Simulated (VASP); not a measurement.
Runs of VASP 6.6.1 on SrMg6Ni. The structure is orthorhombic, space group Amm2 (No. 38). The conventional cell has a = 4.485 Å, b = 6.256 Å, c = 14.238 Å, α = 90.00°, β = 90.00°, γ = 90.00°. Sr (site symmetry mm2) is surrounded by 8 Mg at 3.28 to 3.61 Å and 2 Ni at 3.38 Å. Ni (site symmetry mm2) is surrounded by 6 Mg at 2.72 to 2.74 Å. Mg (site symmetry mm2) is surrounded by 8 Mg at 2.99 to 3.37 Å and 2 Sr at 3.35 Å. Mg (site symmetry m) has 2 Ni at 2.74 Å and 3 Mg at 2.90 to 3.04 Å as nearest neighbours. Around Mg (site symmetry mm2) lie 6 Mg at 3.22 to 3.32 Å and 2 Ni at 3.38 Å. Mg (site symmetry m) has 1 Ni at 2.72 Å and 5 Mg at 2.90 to 3.08 Å as nearest neighbours. The cell comes from a database or a generator and needn't be the stable form of this composition.

| task | level | potentials or basis | U | cell | cutoff (eV) | smearing | other keys | gap on the mesh (eV) | pressure (GPa) | moment (μB) | largest force (eV/Å) |
| --- | --- | --- | --- | --- | --- | --- | --- | --- | --- | --- | --- |
| single point | PBE | VASP PAW PBE potentials, release 64 (Sr_sv, Ni, Mg) | - | as given | 520 | gaussian 0.1 eV | - | none | -0.1 | 0.00 | 0.05 |
| optical spectrum | revPBE+U | VASP PAW PBE potentials, release 64 (Sr_sv, Ni, Mg) | Ni d U = 6.2 eV | as given | 520 | gaussian 0.05 eV | ISYM = 1; PREC = High | none | 0.6 | 0.00 | (a) |
| hyperfine couplings | LDA | VASP PAW LDA potentials, release 64 (Sr_sv, Ni, Mg) | - | as given | 520 | fermi-dirac 0.02 eV | - | none | (b) | 0.00 | 0.21 |
| electric field gradients | LDA+U | VASP PAW LDA potentials, release 64 (Sr_sv_GW, Ni_sv_GW, Mg_sv_GW) | Ni d U = 5.3 eV | as given | 600 | methfessel-paxton 0.1 eV | - | none | -3.2 | 0.00 | 0.21 |
| band structure | PBEsol+U | VASP PAW PBE potentials, release 64 (Sr_sv, Ni, Mg) | Ni d U = 4.5 eV | volume scaled by 0.88 | 520 | fermi-dirac 0.05 eV | - | - | - | 0.00 | - |

Alike in all rows: spin collinear, ferromagnetic start; k mesh 6 × 5 × 5.

Task: Fill in the values left out.

Result: (a) 0.08; (b) -2.9.

Caveats: the U is typed as a test and isn't derived for this compound (some runs); the PAW data sets were made with another functional, which shifts forces and pressure a little (some runs); spectra need much finer meshes, so this one isn't converged (some runs); independent-particle spectra lack excitons (some runs); the intraband (Drude) part of a metal's response may be missing (some runs).

A k mesh can miss the band edges, and the runs leave out spin-orbit coupling on Sr.

A gap of «none» marks a metal or a gap under the smearing width.

The runs don't all hold the same shells in valence.
